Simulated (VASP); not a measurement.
## BiB (zincblende): a PBE with spin–orbit coupling single-point calculation in VASP

INCAR

```
GGA_COMPAT = .FALSE.
ISIF = 2
LREAL = .FALSE.
NBANDS = 29
LWAVE = .FALSE.
EDIFF = 1E-7
SIGMA = 0.02
NSW = 0
GGA = PE
PREC = Accurate
LCHARG = .FALSE.
LASPH = .TRUE.
LSORBIT = .TRUE.
IBRION = -1
MAGMOM = 0.0 0.0 0.0 0.0 0.0 0.0
NELM = 120
ISMEAR = -1
ENCUT = 520
```

KPOINTS

```
KPOINTS created by Atomic Simulation Environment
0
Gamma
8 8 8
0 0 0
```

KPOINTS_OPT

```
special points
6
Reciprocal
0.0000000000 0.0000000000 0.0000000000 1
0.5000000000 0.0000000000 0.5000000000 1
0.5000000000 0.2500000000 0.7500000000 1
0.3750000000 0.3750000000 0.7500000000 1
0.5000000000 0.5000000000 0.5000000000 1
0.6250000000 0.2500000000 0.6250000000 1
```

POSCAR

```
B  Bi
 1.0000000000000000
     0.0000000000000000    2.7448744631273732    2.7448744631273732
     2.7448744631273732    0.0000000000000000    2.7448744631273732
     2.7448744631273732    2.7448744631273732    0.0000000000000000
 B   Bi
   1   1
Cartesian
  0.0000000000000000 -0.0000000000000000 -0.0000000000000000
  1.3724372315636866  1.3724372315636866  1.3724372315636866
```

VASP ran with the recommended PBE PAW datasets (18 valence electrons in the cell).

Command

```
mpirun -np 1 vasp_ncl
```

OSZICAR

```
N       E                     dE             d eps       ncg     rms          rms(c)
DAV:   1     0.182895940198E+03    0.18290E+03   -0.91461E+03  2499   0.147E+03
DAV:   2     0.868203633585E+01   -0.17421E+03   -0.16771E+03  2507   0.413E+02
DAV:   3    -0.960913848281E+01   -0.18291E+02   -0.17986E+02  3066   0.140E+02
DAV:   4    -0.102855163326E+02   -0.67638E+00   -0.67447E+00  2961   0.281E+01
DAV:   5    -0.103151073687E+02   -0.29591E-01   -0.29588E-01  3597   0.565E+00    0.367E+00
DAV:   6    -0.968283562485E+01    0.63227E+00   -0.95365E-01  3350   0.837E+00    0.139E+00
DAV:   7    -0.966618710219E+01    0.16649E-01   -0.22641E-01  2918   0.260E+00    0.787E-01
DAV:   8    -0.966404262393E+01    0.21445E-02   -0.24264E-02  3256   0.184E+00    0.533E-01
DAV:   9    -0.966404848314E+01   -0.58592E-05   -0.21663E-03  3074   0.482E-01    0.107E-01
DAV:  10    -0.966382339789E+01    0.22509E-03   -0.18057E-03  3463   0.506E-01    0.471E-02
DAV:  11    -0.966388960625E+01   -0.66208E-04   -0.18478E-04  2944   0.105E-01    0.197E-02
DAV:  12    -0.966391351624E+01   -0.23910E-04   -0.40218E-05  2962   0.565E-02    0.388E-03
DAV:  13    -0.966391430567E+01   -0.78943E-06   -0.22420E-06  3494   0.161E-02    0.189E-03
DAV:  14    -0.966391455504E+01   -0.24937E-06   -0.15659E-07  2572   0.417E-03    0.145E-03
DAV:  15    -0.966391465918E+01   -0.10414E-06   -0.79395E-08  2517   0.208E-03    0.167E-04
DAV:  16    -0.966391463657E+01    0.22609E-07   -0.75025E-09  1847   0.124E-03
   1 F= -.96639146E+01 E0= -.96638727E+01  d E =-.838713E-04  mag=    -0.0000    -0.0000     0.0000
       N       E                     dE             ncg
DAV:   1     0.422776109385E+03   -0.28745E+04      348
DAV:   2    -0.623376248262E+03   -0.10462E+04      348
DAV:   3    -0.736157652451E+03   -0.11278E+03      443
DAV:   4    -0.740432195357E+03   -0.42745E+01      430
DAV:   5    -0.740587483925E+03   -0.15529E+00      505
DAV:   6    -0.740590303812E+03   -0.28199E-02      502
DAV:   7    -0.740590357895E+03   -0.54083E-04      515
DAV:   8    -0.740590358880E+03   -0.98483E-06      507
DAV:   9    -0.740590358897E+03   -0.17028E-07      342
```

From OUTCAR

```
k-points           NKPTS =     43   k-points in BZ     NKDIM =     43   number of bands    NBANDS=     29

   NELECT =      18.0000    total number of electrons

   dimension x,y,z NGX =    30 NGY =   30 NGZ =   30
   dimension x,y,z NGXF=    60 NGYF=   60 NGZF=   60

  energy-cutoff  :      520.00
  volume of cell :       41.36
      direct lattice vectors                 reciprocal lattice vectors
     0.000000000  2.744874463  2.744874463    -0.182157693  0.182157693  0.182157693
     2.744874463  0.000000000  2.744874463     0.182157693 -0.182157693  0.182157693
     2.744874463  2.744874463  0.000000000     0.182157693  0.182157693 -0.182157693

 k-points in reciprocal lattice and weights: KPOINTS created by Atomic Simulation Env
   0.00000000  0.00000000  0.00000000       0.002
   0.12500000  0.00000000  0.00000000       0.008
  -0.12500000  0.00000000  0.00000000       0.008
   0.25000000  0.00000000  0.00000000       0.008
  -0.25000000  0.00000000  0.00000000       0.008
   0.37500000  0.00000000  0.00000000       0.008
  -0.37500000  0.00000000  0.00000000       0.008
   0.50000000  0.00000000  0.00000000       0.008
   ...

 E-fermi :   7.3718

 k-point     1 :       0.0000    0.0000    0.0000
  band No.  band energies     occupation
      1     -17.6272      1.00000
      2     -17.6272      1.00000
      3     -17.6272      1.00000
      4     -17.6272      1.00000
      5     -14.7225      1.00000
      6     -14.7225      1.00000
      7     -14.6618      1.00000
      8     -14.6618      1.00000
      9     -14.6618      1.00000
     10     -14.6618      1.00000
     11      -6.9726      1.00000
     12      -6.9726      1.00000
     13       6.1621      1.00000
     14       6.1621      1.00000
     15       7.3252      0.91117
     16       7.3252      0.91117
     17       7.3252      0.91117
     18       7.3252      0.91117
     19       7.4025      0.17693
     20       7.4025      0.17693
     21       9.0690      0.00000
     22       9.0690      0.00000
     23      10.5196      0.00000
     24      10.5196      0.00000
     25      10.5196      0.00000
     26      10.5196      0.00000
     27      13.3851      0.00000
     28      13.3851      0.00000
     29      17.6927      0.00000

 k-point     2 :       0.1250    0.0000    0.0000
  band No.  band energies     occupation
      1     -17.6277      1.00000
      2     -17.6248      1.00000
      3     -17.6235      1.00000
      4     -17.6235      1.00000
      5     -14.7172      1.00000
      6     -14.7172      1.00000
      7     -14.6639      1.00000
      8     -14.6639      1.00000
      9     -14.6580      1.00000
     10     -14.6530      1.00000
     11      -6.7729      1.00000
     12      -6.7729      1.00000
     13       4.7135      1.00000
     14       4.7135      1.00000
     15       6.3448      1.00000
     16       6.3448      1.00000
     17       6.9882      1.00000
     18       7.0165      1.00000
     19       8.1447      0.00000
     20       8.1447      0.00000
     21       9.5991      0.00000
     22       9.5991      0.00000
     23      10.8579      0.00000
     24      10.8579      0.00000
     25      10.9037      0.00000
     26      10.9195      0.00000
     27      14.5556      0.00000
     28      14.5556      0.00000
     29      16.7238      0.00000

 k-point     3 :      -0.1250    0.0000    0.0000
  band No.  band energies     occupation
      1     -17.6277      1.00000
      2     -17.6248      1.00000
      3     -17.6235      1.00000
      4     -17.6235      1.00000
      5     -14.7172      1.00000
      6     -14.7172      1.00000
      7     -14.6639      1.00000
      8     -14.6639      1.00000
      9     -14.6580      1.00000
     10     -14.6530      1.00000
     11      -6.7729      1.00000
     12      -6.7729      1.00000
     13       4.7135      1.00000
     14       4.7135      1.00000
     15       6.3448      1.00000
     16       6.3448      1.00000
     17       6.9882      1.00000
     18       7.0165      1.00000
     19       8.1447      0.00000
     20       8.1447      0.00000
     21       9.5991      0.00000
     22       9.5991      0.00000
     23      10.8579      0.00000
     24      10.8579      0.00000
     25      10.9037      0.00000
     26      10.9195      0.00000
     27      14.5556      0.00000
     28      14.5556      0.00000
     29      16.7187      0.00000

 k-point     4 :       0.2500    0.0000    0.0000
  band No.  band energies     occupation
      1     -17.6261      1.00000
      2     -17.6220      1.00000
      3     -17.6148      1.00000
      4     -17.6148      1.00000
      5     -14.7052      1.00000
      6     -14.7052      1.00000
      7     -14.6684      1.00000
      8     -14.6684      1.00000
      9     -14.6436      1.00000
     10     -14.6366      1.00000
     11      -6.1996      1.00000
     12      -6.1996      1.00000
     13       2.3215      1.00000
     14       2.3215      1.00000
     15       5.6700      1.00000
     16       5.6700      1.00000
     17       6.4115      1.00000
     18       6.4449      1.00000
     19       7.8962      0.00000
     20       7.8962      0.00000
     21      10.4681      0.00000
     22      10.4681      0.00000
     23      11.4607      0.00000
     24      11.4906      0.00000
     25      11.9703      0.00000
     26      11.9703      0.00000
     27      15.0719      0.00000
     28      15.0719      0.00000
     29      16.4671      0.00000

 k-point     5 :      -0.2500    0.0000    0.0000
  band No.  band energies     occupation
      1     -17.6261      1.00000
      2     -17.6220      1.00000
      3     -17.6148      1.00000
      4     -17.6148      1.00000
      5     -14.7052      1.00000
      6     -14.7052      1.00000
      7     -14.6684      1.00000
      8     -14.6684      1.00000
      9     -14.6436      1.00000
     10     -14.6366      1.00000
     11      -6.1996      1.00000
     12      -6.1996      1.00000
     13       2.3215      1.00000
     14       2.3215      1.00000
     15       5.6700      1.00000
     16       5.6700      1.00000
     17       6.4115      1.00000
     18       6.4449      1.00000
     19       7.8962      0.00000
     20       7.8962      0.00000
     21      10.4681      0.00000
     22      10.4681      0.00000
     23      11.4607      0.00000
     24      11.4906      0.00000
     25      11.9703      0.00000
     26      11.9703      0.00000
     27      15.0719      0.00000
     28      15.0719      0.00000
     29      16.4610      0.00000

 k-point     6 :       0.3750    0.0000    0.0000
  band No.  band energies     occupation
      1     -17.6234      1.00000
      2     -17.6206      1.00000
      3     -17.6062      1.00000
      4     -17.6062      1.00000
      5     -14.6958      1.00000
      6     -14.6958      1.00000
      7     -14.6705      1.00000
      8     -14.6705      1.00000
      9     -14.6270      1.00000
     10     -14.6221      1.00000
     11      -5.3918      1.00000
     12      -5.3918      1.00000
     13       0.2829      1.00000
     14       0.2829      1.00000
     15       5.1971      1.00000
     16       5.1971      1.00000
     17       5.9852      1.00000
     18       6.0065      1.00000
     19       7.6355      0.00000
     20       7.6355      0.00000
     21      10.8680      0.00000
     22      10.8680      0.00000
     23      11.6094      0.00000
     24      11.6257      0.00000
     25      12.9629      0.00000
     26      12.9629      0.00000
     27      15.0769      0.00000
     28      15.0769      0.00000
     29      17.2001      0.00000

 k-point     7 :      -0.3750    0.0000    0.0000
  band No.  band energies     occupation
      1     -17.6234      1.00000
      2     -17.6206      1.00000
      3     -17.6062      1.00000
      4     -17.6062      1.00000
      5     -14.6958      1.00000
      6     -14.6958      1.00000
      7     -14.6705      1.00000
      8     -14.6705      1.00000
      9     -14.6270      1.00000
     10     -14.6221      1.00000
     11      -5.3918      1.00000
     12      -5.3918      1.00000
     13       0.2829      1.00000
     14       0.2829      1.00000
     15       5.1971      1.00000
     16       5.1971      1.00000
     17       5.9852      1.00000
     18       6.0065      1.00000
     19       7.6355      0.00000
     20       7.6355      0.00000
     21      10.8680      0.00000
     22      10.8680      0.00000
     23      11.6094      0.00000
     24      11.6257      0.00000
     25      12.9629      0.00000
     26      12.9629      0.00000
     27      15.0769      0.00000
     28      15.0769      0.00000
     29      17.1998      0.00000

 ...

  Total        0.3581834      0.3581834      0.3581834      0.0000000      0.0000000      0.0000000
  in kB       13.8745410     13.8745410     13.8745410      0.0000000      0.0000000      0.0000000
  external PRESSURE =      13.8745410 kB  Pullay stress =       0.0000000 kB

 POSITION                                       TOTAL-FORCE (eV/Angst)
 -----------------------------------------------------------------------------------
      0.00000      0.00000      0.00000        -0.000000     -0.000000     -0.000000
      1.37244      1.37244      1.37244         0.000000      0.000000      0.000000
 -----------------------------------------------------------------------------------
    total drift:                                0.000000      0.000000      0.000000

  FREE ENERGIE OF THE ION-ELECTRON SYSTEM (eV)
  ---------------------------------------------------
  free  energy   TOTEN  =        -9.6639146366 eV

  energy  without entropy=       -9.6638307653  energy(sigma->0) =       -9.66387270
```

| Quantity | Value |
| --- | --- |
| gap between bands v and c | 0.08 eV |
| least direct gap | 0.08 eV |

Band v is the last that the valence electrons fill when counted band by band, and c is the next.

The run took about 4.4 min on one core of a shared host (Intel Xeon Platinum 8488C) and held 0.35 GiB at most.
